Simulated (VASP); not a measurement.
A convergence study with VASP on GaSb (zinc blende): one setting is varied, all else stays as given below, so the limit is that of these other settings.

```xyz
2
Lattice="0.0000 3.0500 3.0500 3.0500 0.0000 3.0500 3.0500 3.0500 0.0000" Properties=species:S:1:pos:R:3 pbc="T T T"
Ga     0.0000     0.0000     0.0000
Sb     1.5250     1.5250     1.5250
```

These are PBE GGA, VASP's PBE PAW potentials (set 64) (plane waves; VASP) values and carry that method's errors. The tightest run used: 550 eV cut-off, 12×12×12 Monkhorst-Pack mesh, Gaussian smearing of 0.050 eV, potentials Ga_d Sb.

### Question
The settings run are 1×1×1 mesh; 2×2×2 mesh; 3×3×3 mesh; 4×4×4 mesh; 5×5×5 mesh; 6×6×6 mesh; 7×7×7 mesh; 8×8×8 mesh; 9×9×9 mesh; 10×10×10 mesh; 11×11×11 mesh; 12×12×12 mesh. From which on does the stress (every component) stay within 0.5 GPa of the tightest run?

### Answer
From 4×4×4 mesh on: it is off by 0.02 there and by no more than 0.5 in any finer run, while 3×3×3 mesh is off by 1.22.
```csv
setting,E (eV/atom),pressure (GPa),irreducible k-points,difference judged (GPa)
1×1×1 mesh,4.9242,62.11,1,59.20
2×2×2 mesh,-3.5848,3.14,2,0.23
3×3×3 mesh,-3.3673,4.13,4,1.22
4×4×4 mesh,-3.6697,2.89,10,0.02
5×5×5 mesh,-3.6347,2.94,10,0.03
6×6×6 mesh,-3.6723,2.90,28,0.01
7×7×7 mesh,-3.6650,2.88,20,0.03
8×8×8 mesh,-3.6725,2.91,60,0.00
9×9×9 mesh,-3.6705,2.88,35,0.03
10×10×10 mesh,-3.6726,2.91,110,0.00
11×11×11 mesh,-3.6719,2.90,56,0.01
12×12×12 mesh,-3.6726,2.91,182,0.00
```

Left out are rungs that failed or repeat a setting and relaxations that didn't move; long series are thinned to 24 rows.

The compound is GaSb in the zinc blende structure. The cell was not relaxed at this level.
